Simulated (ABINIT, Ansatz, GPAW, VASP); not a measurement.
**Code comparison for AlNi (Pm-3m, 2 atoms in the cell)**

Self-consistent single point, at a second geometry (lattice scaled by 0.98). First geometry:

```
CELL_PARAMETERS angstrom
      2.86686     0.00000     0.00000
      0.00000     2.86686     0.00000
      0.00000     0.00000     2.86686
ATOMIC_POSITIONS crystal
  Al 0.50000 0.50000 0.50000
  Ni 0.00000 0.00000 0.00000
```

Shared settings, as Ansatz (a first-principles code) writes them: kpoints.mp_grid.grid = 11 11 11; scf.occupations.method = gaussian; scf.occupations.width = 0.01 Ry. Potentials and cutoffs stand in the table.

| code | model | ΔF from the first geometry (meV/atom) | pressure (GPa) | cutoff |
|---|---|---|---|---|
| GPAW | PBE, GPAW PAW datasets PBE (gpaw-data 1.0.1) | 51.4 | 18.62 | 800 eV |
| VASP | PBE, VASP's PBE PAW potentials (set 64) | 47.1 | 17.08 | 300 eV |
| ABINIT | PBE, norm-conserving pseudopotentials (PseudoDojo nc-sr-05 PBE standard) | 45.6 | 17.00 | 49 Ha |
| Ansatz | PBE, default PAW files | 46.2 | 17.10 | 30.9 Ry |

On Ansatz's run: spin polarisation is off.

The spread over the programs that give each value: ΔF from the first geometry within 5.8 meV/atom; pressure within 1.62 GPa.

Ansatz's pressure is given at a fixed set of plane waves, as the other plane-wave codes print theirs; with its correction for the finite basis it is 17.17 GPa. In the pressure, GPAW (by 1.53) lies more than 1 GPa from the median of the plane-wave programs.

VASP's run is marked for a possible Pulay error in its stress at this cutoff; no cutoff test was made.

The starting cell comes from a database of computed structures (which also holds hypothetical and non-ambient phases and stackings), without a prior relaxation at this level. Its lattice was rescaled by a random factor within 2.5 % of one. For this run, on top of that: lattice scaled by 0.98.

Left out of this page: Quantum ESPRESSO, CP2K, Elk, FLEUR and SIESTA (not drawn, or without a comparable value).

Keys are those of Ansatz 0.2.
